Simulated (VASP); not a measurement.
Here is a VASP 6.6.1 calculation.

The input POSCAR:

```
SnSe2
1.0
    3.8110000000      0.0000000000      0.0000000000
   -1.9055000000      3.3004228100      0.0000000000
    0.0000000000      0.0000000000      6.1360000000
Sn Se
1 2
Direct
    0.0000000000      0.0000000000      0.0000000000
    0.3333333300      0.6666666700      0.2490000000
    0.6666666700      0.3333333300      0.7510000000
```

File INCAR.step1:

```
  PREC = Accurate
  ENCUT = 600
  EDIFF = 1E-8
  ISMEAR = 0
  SIGMA = 0.02
  LREAL = False
  LASPH = True
  NELM = 100
  ALGO = Normal
  ISIF = 3
  LWAVE = False
  LCHARG = False
  GGA = CA
  IBRION = 2
  NSW = 40
  EDIFFG = -0.002
```

Contents of INCAR.step2:

```
  PREC = Accurate
  ENCUT = 600
  EDIFF = 1E-8
  ISMEAR = 0
  SIGMA = 0.02
  LREAL = False
  LASPH = True
  NELM = 100
  ALGO = Normal
  ISIF = 2
  LWAVE = False
  LCHARG = False
  GGA = CA
  IBRION = 6
  NFREE = 2
  POTIM = 0.015
  NSW = 1
```

File KPOINTS:

```
regular mesh
0
Gamma
  9 9 6
```

Potentials or basis: VASP PAW LDA potentials, release 64 (Sn_d, Se).

Launch:

```console
$ cat potpaw_LDA.64/Sn_d/POTCAR potpaw_LDA.64/Se/POTCAR > POTCAR
$ cp INCAR.step1 INCAR
$ mpirun -np 1 vasp_std > vasp.out
$ cp CONTCAR POSCAR
$ cp INCAR.step2 INCAR
$ mpirun -np 1 vasp_std > vasp.out
```

(1) What does it give for the highest phonon frequency at Γ, LO-TO splitting left out?

(2) What does it give for the relaxed cell?

(3) Estimate the space group after relaxing (to 0.05 Å).

(4) Predict the relaxed volume.

Results:

(1) 242 cm⁻¹.

(2) a = 3.803 Å, b = 3.803 Å, c = 5.901 Å, α = 90.00°, β = 90.00°, γ = 120.00°.

(3) P-3m1 (No. 164).

(4) 24.64 Å³/atom.
